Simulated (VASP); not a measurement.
Set up this calculation in VASP 6.6.1, as the native input.

- Task: relaxation of cell and atoms
- Functional: PBEsol
- Potentials or basis: VASP PAW PBE potentials, release 64 (Ti_sv, Al)
- Cutoff: 600 eV
- k mesh: 14 × 14 × 14
- Occupations: methfessel-paxton, width 0.1 eV
- Spin: no spin polarisation
- Further INCAR settings: ALGO = Normal; EDIFF = 1e-06; IBRION = 2; EDIFFG = -0.01; NSW = 90; ISIF = 3

The structure of TiAl3 lies in POSCAR:

```
TiAl3
1.0
   -1.9111067713      1.9111067713      4.2806687947
    1.9111067713     -1.9111067713      4.2806687947
    1.9111067713      1.9111067713     -4.2806687947
Ti Al
1 3
Direct
    0.0000000000      0.0000000000      0.0000000000
    0.5000000000      0.5000000000      0.0000000000
    0.7500000000      0.2500000000      0.5000000000
    0.2500000000      0.7500000000      0.5000000000
```

The cell comes from a database or a generator and needn't be the stable form of this composition.

One way to write it, as run:

INCAR

```
PREC = Accurate ; ENCUT = 600
EDIFF = 1E-6 ; ISMEAR = 1
SIGMA = 0.1 ; LREAL = F
LASPH = T ; NELM = 80
ALGO = Normal ; ISIF = 3
LWAVE = F ; LCHARG = F
GGA = PS ; IBRION = 2
NSW = 90 ; EDIFFG = -0.01
```

KPOINTS

```
Automatic mesh
0
Gamma
  14 14 14
```

Potentials or basis: VASP PAW PBE potentials, release 64 (Ti_sv, Al).

Run with:

```console
$ cat potpaw_PBE.64/Ti_sv/POTCAR potpaw_PBE.64/Al/POTCAR > POTCAR
$ mpirun -np 1 vasp_std > vasp.out
```

It gave:

| Item | Value |
| --- | --- |
| Relaxed volume | 15.58 Å³/atom |
| Relaxed cell | a = 5.057 Å, b = 5.057 Å, c = 5.057 Å, α = 135.66°, β = 135.66°, γ = 64.51° |
| Space group after relaxing (to 0.05 Å) | I4/mmm (No. 139) |
| Energy gained by relaxing | 0.1 meV/atom |
| Ionic steps | 3 |
| Pressure after relaxing | 0.0 GPa |
| Band gap on the k mesh | none (metal or under the smearing width) |

Caveat: the PAW data sets were made with another functional, which shifts forces and pressure a little.

Run time: 14 min on 1 thread of Intel(R) Xeon(R) Platinum 8259CL CPU @ 2.50GHz (Skylake/Cascade Lake) (shared host), peak memory 0.46 GiB.
